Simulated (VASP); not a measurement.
Data:

```
CELL_PARAMETERS angstrom
      2.92230     0.00000     0.00000
     -1.46115     2.53079     0.00000
      0.00000     0.00000     4.70166
ATOMIC_POSITIONS crystal
  Ag 0.33333 0.66667 0.25000
  Ag 0.66667 0.33333 0.75000
```

These are r2SCAN meta-GGA, VASP's PBE PAW potentials (set 64) (plane waves; VASP 6.6.1) values and carry that method's errors. Run with 400 eV cut-off, 13×13×7 Γ-centred mesh, first-order Methfessel-Paxton smearing of 0.10 eV, potentials Ag.

Q: The ions, cell shape and volume are relaxed. Which structure does the run end with?

A: 
```
CELL_PARAMETERS angstrom
      2.88879     0.00000     0.00000
     -1.44439     2.50176     0.00000
      0.00000     0.00000     4.78012
ATOMIC_POSITIONS crystal
  Ag 0.33333 0.66667 0.25000
  Ag 0.66667 0.33333 0.75000
```
Space group P6_3/mmc (194), at a tolerance of 0.03 Å.

Q: How do energy and volume change from the first to the last step?

A: The energy (σ→0) changes by -4.1 meV/atom and the volume by -0.6 %, in 5 ionic steps.

```
step  E(σ→0) (eV)  max force (eV/Å)  pressure (GPa)  volume (Å³)
----  -----------  ----------------  --------------  -----------
1        -42.7056             0.000           -0.66        34.77
2        -42.7127             0.000            0.40        34.41
3        -42.7131             0.000            0.72        34.31
4        -42.7137             0.000           -0.36        34.66
5        -42.7139             0.000           -0.03        34.55
```

The structure comes from a computed database's Ag entry (P6_3/mmc); how it stands against other phases isn't given here. This run relaxes it. Symmetry was kept, so distortions that lower it aren't found.
